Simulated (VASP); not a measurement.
Here is the system:

```
CELL_PARAMETERS angstrom
      3.90587     0.00000     0.00000
      0.00000     3.90587     0.00000
      0.00000     0.00000     4.77396
ATOMIC_POSITIONS crystal
  Sn 0.50000 0.00000 0.75231
  Sn 0.00000 0.50000 0.24769
  O  0.50000 0.50000 0.00000
  O  0.00000 0.00000 0.00000
```

The numbers are results of revTPSS meta-GGA, VASP's PBE PAW potentials (set 64) (plane waves; VASP 6.6.1), not measurements. Numerical set-up: 520 eV cut-off, 6×6×5 Γ-centred mesh, Gaussian smearing of 0.050 eV, potentials Sn_d O.

Without a dispersion term in the relaxation, distances and binding between the weakly bound layers, chains or molecules are unreliable, and so is what depends on them.

Problem. The ions and cell shape at fixed volume are relaxed. What does this cell relax into?

Solution. 
```
CELL_PARAMETERS angstrom
      3.85073     0.00000     0.00000
      0.00000     3.85073     0.00000
      0.00000     0.00000     4.91166
ATOMIC_POSITIONS crystal
  Sn 0.50000 0.00000 0.76359
  Sn 0.00000 0.50000 0.23641
  O  0.50000 0.50000 0.00000
  O  0.00000 0.00000 0.00000
```
Space group P4/nmm (129), at a tolerance of 0.03 Å.

Problem. How much energy does the relaxation gain?

Solution. The energy (σ→0) changes by -12.1 meV/atom, in 5 ionic steps.

The compound is SnO in the litharge structure. This cell is one point of a volume scan, at 1.06 of the reference volume. Symmetry was kept, so distortions that lower it aren't found.
